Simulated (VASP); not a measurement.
Mg2CdS3:

```
CELL_PARAMETERS angstrom
4.36911 0.00000 0.00000
-2.18456 3.78376 0.00000
0.00000 0.00000 9.37193
ATOMIC_POSITIONS crystal
Mg 0.33333 0.66667 0.00000
Mg 0.66667 0.33333 0.00000
Cd 0.00000 0.00000 0.50000
S 0.00000 0.00000 0.78965
S 0.00000 0.00000 0.21035
S 0.00000 0.00000 0.00000
```

The cell was built by a generator and needn't be a form met in nature.

| Quantity | Value |
| --- | --- |
| Program | VASP 6.6.1 |
| Task | relaxation of cell and atoms |
| Functional | PBE |
| Potentials or basis | VASP PAW PBE potentials, release 64 (Mg, Cd, S) |
| Cutoff | 520 eV |
| k mesh | 4 × 4 × 2 |
| Occupations | gaussian, width 0.15 eV |
| Spin | no spin polarisation |

At the start: pressure 11.8 GPa; volume 25.82 Å³/atom.

**Question.** Where does the relaxation end?

**Answer.** Over 13 steps the energy falls by 437.4 meV/atom and the volume is 31.48 Å³/atom (+21.9 %); space group P6/mmm (No. 191, to 0.05 Å).

Step by step:
| step | energy change (eV) | largest force (eV/Å) | pressure (GPa) | volume (Å³) |
| --- | --- | --- | --- | --- |
| 1 | 0.0000 | 6.3856 | 11.78 | 154.93 |
| 2 | -1.2837 | 0.0136 | -2.02 | 200.51 |
| 3 | -1.9238 | 0.6794 | 1.13 | 178.63 |
| 4 | -1.9270 | 0.7500 | 1.20 | 177.79 |
| 5 | -1.9273 | 0.8547 | 1.47 | 176.62 |
| 6 | -2.3644 | 1.0579 | 0.10 | 186.09 |
| 7 | -2.4596 | 0.9671 | -0.66 | 196.95 |
| 8 | -2.4703 | 1.0452 | -0.56 | 194.43 |
| 9 | -2.5748 | 0.4442 | -0.65 | 194.77 |
| 10 | -2.5939 | 0.0531 | -0.47 | 194.97 |
| 11 | -2.6212 | 0.0541 | -0.37 | 191.74 |
| 12 | -2.6212 | 0.0594 | -0.37 | 191.81 |
| 13 | -2.6243 | 0.0175 | -0.02 | 188.88 |

Final structure:
```
CELL_PARAMETERS angstrom
4.72812 0.00000 0.00000
-2.36406 4.09467 0.00000
0.00000 0.00000 9.75600
ATOMIC_POSITIONS crystal
Mg 0.33333 0.66667 0.00000
Mg 0.66667 0.33333 0.00000
Cd 0.00000 0.00000 0.50000
S 0.00000 0.00000 0.74707
S 0.00000 0.00000 0.25293
S 0.00000 0.00000 0.00000
```

Caveat: the k mesh is coarse (spacing up to 0.42 Å⁻¹), so the values aren't converged; the volume moved by over 15 % at a fixed basis, so the end points are rough.
